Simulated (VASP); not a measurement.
# BaB: single point with PBE

Crystal: BaB.

```
Ba B
1.0
     3.68573    0.00000    0.00000
     0.00000    3.68573    0.00000
     0.00000    0.00000    3.68573
Ba B
1 1
Direct
  0.00000 0.00000 0.00000
  0.50000 0.50000 0.50000
```

The cell was built by a generator and needn't be a form met in nature.

```
Program                : VASP 6.6.1
Task                   : single point
Functional             : PBE
Potentials or basis    : VASP PAW PBE potentials, release 64 (Ba_sv, B)
Cutoff                 : 520 eV
k mesh                 : 16 × 16 × 16
Occupations            : gaussian, width 0.1 eV
Spin                   : no spin polarisation
Dipole correction      : no
Further INCAR settings : ALGO = Normal; EDIFF = 1e-07; NBANDS = 14
```

```yaml
Pressure: 1.0 GPa
Band_gap_on_the_k_mesh: none (metal or under the smearing width)
```

Levels at points of the mesh, in eV from the Fermi level:
| k point | band 2 | band 3 | band 4 | band 5 | band 6 | band 7 | band 8 | band 9 | band 10 | band 11 |
| --- | --- | --- | --- | --- | --- | --- | --- | --- | --- | --- |
| (0.00, 0.00, 0.00) | -12.36 | -12.36 | -12.36 | -6.61 | 0.67 | 0.67 | 1.93 | 1.93 | 1.93 | 6.46 |
| (0.50, 0.00, 0.00) | -13.82 | -12.20 | -12.20 | -4.63 | -2.23 | 0.65 | 0.65 | 1.64 | 6.68 | 6.97 |
| (0.50, 0.50, 0.00) | -13.48 | -13.48 | -12.07 | -5.66 | 0.17 | 0.17 | 1.75 | 2.11 | 4.22 | 4.22 |
| (0.50, 0.50, 0.50) | -13.23 | -13.23 | -13.23 | -4.22 | -2.23 | -2.23 | -2.23 | 8.26 | 8.26 | 8.26 |

It took 81 s on 1 thread of Intel(R) Xeon(R) Platinum 8259CL CPU @ 2.50GHz (Skylake/Cascade Lake) (shared host), peak memory 0.24 GiB.

The run has no spin-orbit coupling, so splittings on Ba are missing.
